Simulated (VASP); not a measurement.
Input:

```
Ba
1.0
   -2.45838     2.45838     2.45838
    2.45838    -2.45838     2.45838
    2.45838     2.45838    -2.45838
Ba
1
Direct
  0.00000   0.00000   0.00000
```

Computed with optB88-vdW, VASP's PBE PAW potentials (set 64) (plane waves; VASP 6.6.1). Run with 520 eV cut-off, Gaussian smearing of 0.050 eV, potentials Ba_sv.

Question: Give the energies of bands 5 to 8 at the high-symmetry points, in eV from the Fermi level.

Answer: 
```
band      Γ      H      N     P
----  -----  -----  -----  ----
5     -2.73  -0.61  -0.90  0.63
6      1.90  -0.61   0.70  0.63
7      1.90   4.76   1.53  0.63
8      1.90   4.76   3.34  4.04
```

It has no gap at this level: it comes out as a metal or semimetal.

The compound is Ba in the bcc structure. It was relaxed first, which changed the volume by -6 %.
